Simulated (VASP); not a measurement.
HfO2:

```
CELL_PARAMETERS angstrom
0.00000 2.55750 2.55750
2.55750 0.00000 2.55750
2.55750 2.55750 0.00000
ATOMIC_POSITIONS crystal
Hf 0.00000 0.00000 0.00000
O 0.25000 0.25000 0.25000
O 0.75000 0.75000 0.75000
```

Measurements of this composition are mostly on another form, of space group No. 14.

Base run:

```yaml
Program: VASP 6.6.1
Functional: PBE
Potentials_or_basis: VASP PAW PBE potentials, release 64 (Hf_pv, O)
Cutoff: 520 eV
k_mesh: 8 × 8 × 8
Occupations: gaussian, width 0.01 eV
Spin: no spin polarisation
```

Its results: band gap on the k mesh 3.73 eV, direct; pressure -6.0 GPa.

Question: After a change of settings the same cell gave: band gap on the k mesh 4.01 eV, indirect (least direct gap 4.33 eV); pressure -6.0 GPa. Which change was it?
A. k mesh from 8 × 8 × 8 to 9 × 9 × 9; further incar settings from ALGO = Normal; EDIFF = 1e-06; NBANDS = 18 to ALGO = Normal; EDIFF = 1e-07; NBANDS = 18
B. k mesh from 8 × 8 × 8 to 6 × 6 × 6
C. k mesh from 8 × 8 × 8 to 5 × 5 × 5

Answer: C.

Caveats: some runs use coarse meshes; spin-orbit coupling is left out, which moves the levels of the heavy elements; an odd mesh through Γ misses points on the zone boundary, where band edges often lie (some runs).
